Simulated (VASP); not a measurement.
Input of a VASP 6.6.1 run:

File INCAR:

```
ALGO = Normal
EDIFF = 1E-7
ENCUT = 520
ISIF = 2
ISMEAR = 0
LASPH = T
LCHARG = F
LMIXTAU = T
LREAL = F
LWAVE = F
METAGGA = R2SCAN
NBANDS = 16
NELM = 80
PREC = Accurate
SIGMA = 0.02
```

File KPOINTS:

```
k-points
0
Gamma
  10 10 10
```

Contents of POSCAR:

```
GaP                                     
1.0
    0.0000000000      2.7251461178      2.7251461178
    2.7251461178      0.0000000000      2.7251461178
    2.7251461178      2.7251461178      0.0000000000
  Ga              P             
     1     1
Direct
     0.0000000000000000    0.0000000000000000    0.0000000000000000
     0.2500000000000000    0.2500000000000000    0.2500000000000000
```

KPOINTS_OPT

```
path GXWKGLUWLK,UX
10
line-mode
reciprocal
 0.0000000000  0.0000000000  0.0000000000  G
 0.5000000000  0.0000000000  0.5000000000  X

 0.5000000000  0.0000000000  0.5000000000  X
 0.5000000000  0.2500000000  0.7500000000  W

 0.5000000000  0.2500000000  0.7500000000  W
 0.3750000000  0.3750000000  0.7500000000  K

 0.3750000000  0.3750000000  0.7500000000  K
 0.0000000000  0.0000000000  0.0000000000  G

 0.0000000000  0.0000000000  0.0000000000  G
 0.5000000000  0.5000000000  0.5000000000  L

 0.5000000000  0.5000000000  0.5000000000  L
 0.6250000000  0.2500000000  0.6250000000  U

 0.6250000000  0.2500000000  0.6250000000  U
 0.5000000000  0.2500000000  0.7500000000  W

 0.5000000000  0.2500000000  0.7500000000  W
 0.5000000000  0.5000000000  0.5000000000  L

 0.5000000000  0.5000000000  0.5000000000  L
 0.3750000000  0.3750000000  0.7500000000  K

 0.6250000000  0.2500000000  0.6250000000  U
 0.5000000000  0.0000000000  0.5000000000  X
```

Potentials or basis: VASP PAW PBE potentials, release 64 (Ga_d, P).

Command:

```sh
$ cat potpaw_PBE.64/Ga_d/POTCAR potpaw_PBE.64/P/POTCAR > POTCAR
$ mpirun -np 1 vasp_std > vasp.out
```

Predict the pressure.

0.0 GPa.

Estimate the band gap along the path.

1.86 eV, indirect (least direct gap 2.35 eV).

What does it give for the band gap on the k mesh?

1.86 eV, indirect (least direct gap 2.35 eV).

Levels at the corners of the path, in eV from the valence-band top:
| point | band 5 | band 6 | band 7 | band 8 | band 9 | band 10 | band 11 | band 12 | band 13 | band 14 |
| --- | --- | --- | --- | --- | --- | --- | --- | --- | --- | --- |
| Γ | -14.87 | -13.02 | 0.00 | 0.00 | 0.00 | 2.35 | 4.19 | 4.19 | 4.19 | 9.46 |
| X | -14.85 | -9.93 | -6.96 | -2.80 | -2.80 | 1.91 | 2.10 | 11.35 | 11.35 | 12.01 |
| X | -14.85 | -9.93 | -6.96 | -2.80 | -2.80 | 1.91 | 2.10 | 11.35 | 11.35 | 12.01 |
| W | -14.86 | -9.83 | -6.74 | -3.71 | -3.54 | 5.04 | 5.31 | 6.57 | 6.59 | 12.40 |
| W | -14.86 | -9.83 | -6.74 | -3.71 | -3.54 | 5.04 | 5.31 | 6.57 | 6.59 | 12.40 |
| K | -14.86 | -9.96 | -6.74 | -4.07 | -2.35 | 2.48 | 5.19 | 8.79 | 8.84 | 9.97 |
| K | -14.86 | -9.96 | -6.74 | -4.07 | -2.35 | 2.48 | 5.19 | 8.79 | 8.84 | 9.97 |
| Γ | -14.87 | -13.02 | 0.00 | 0.00 | 0.00 | 2.35 | 4.19 | 4.19 | 4.19 | 9.46 |
| Γ | -14.87 | -13.02 | 0.00 | 0.00 | 0.00 | 2.35 | 4.19 | 4.19 | 4.19 | 9.46 |
| L | -14.87 | -10.86 | -6.85 | -1.17 | -1.17 | 2.04 | 5.06 | 5.06 | 8.83 | 11.64 |
| L | -14.87 | -10.86 | -6.85 | -1.17 | -1.17 | 2.04 | 5.06 | 5.06 | 8.83 | 11.64 |
| U | -14.86 | -9.96 | -6.74 | -4.07 | -2.35 | 2.48 | 5.19 | 8.79 | 8.84 | 9.97 |
| U | -14.86 | -9.96 | -6.74 | -4.07 | -2.35 | 2.48 | 5.19 | 8.79 | 8.84 | 9.97 |
| W | -14.86 | -9.83 | -6.74 | -3.71 | -3.54 | 5.04 | 5.31 | 6.57 | 6.59 | 12.40 |
| W | -14.86 | -9.83 | -6.74 | -3.71 | -3.54 | 5.04 | 5.31 | 6.57 | 6.59 | 12.40 |
| L | -14.87 | -10.86 | -6.85 | -1.17 | -1.17 | 2.04 | 5.06 | 5.06 | 8.83 | 11.64 |
| L | -14.87 | -10.86 | -6.85 | -1.17 | -1.17 | 2.04 | 5.06 | 5.06 | 8.83 | 11.64 |
| K | -14.86 | -9.96 | -6.74 | -4.07 | -2.35 | 2.48 | 5.19 | 8.79 | 8.84 | 9.97 |
| U | -14.86 | -9.96 | -6.74 | -4.07 | -2.35 | 2.48 | 5.19 | 8.79 | 8.84 | 9.97 |
| X | -14.85 | -9.93 | -6.96 | -2.80 | -2.80 | 1.91 | 2.10 | 11.35 | 11.35 | 12.01 |

Caveat: the PAW data sets were made with another functional, which shifts forces and pressure a little.

**Experimental background.**

From “Stacking defects in GaP nanowires: Electronic structure and optical properties”, 2018, arxiv:1810.01194, for a bulk crystal of GaP at 10 K: band gap 2.34 eV (indirect).

Against the measured gap of GaP, 2.34 eV (indirect; 10 K; quoted in “Stacking defects in GaP nanowires: Electronic structure and optical properties”, 2018, arxiv:1810.01194), the calculated 1.86 eV is off by -0.48 eV. Spin-orbit coupling on Ga is left out. The value is that of r2SCAN, without temperature or zero-point motion.
